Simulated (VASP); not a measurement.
The cell holds one CoGa (CsCl type) (110) slab, with vacuum along c, ions free to move until forces fall under 0.03 eV/Å, no reconstruction beyond this cell, dipole correction on.

Given:

```
CoGa
1.0
    2.84022     0.00000     0.00000
    0.00000     4.01667     0.00000
    0.00000     0.00000    24.83448
Ga Co
5 5
Direct
  0.50000   0.00000   0.33108
  0.50000   0.50000   0.41942
  0.50000   0.00000   0.50000
  0.50000   0.50000   0.58058
  0.50000   0.00000   0.66892
  0.00000   0.50000   0.34310
  0.00000   0.00000   0.42021
  0.00000   0.50000   0.50000
  0.00000   0.00000   0.57979
  0.00000   0.50000   0.65690
```

Method: PBEsol GGA, VASP's PBE PAW potentials (set 64) (plane waves; VASP). Run with 400 eV cut-off, 10×7×1 Γ-centred mesh, first-order Methfessel-Paxton smearing of 0.10 eV, potentials Ga_d Co.

Slab and bulk use different k-meshes, so the surface energy is good to a few per cent at best.

Task: Predict its surface energy, work function, band gap (on the k-mesh).

Result: 
| Quantity | Value |
|---|---|
| surface energy | 1.70 J/m^2 |
| work function | 5.00 eV |
| band gap (on the k-mesh) | none (metal, semimetal or under 0.01 eV) |

The cell is a thin slab with vacuum, built from CoGa (CsCl type): (110) face. The run is not spin-polarised, so no magnetic state was tried.
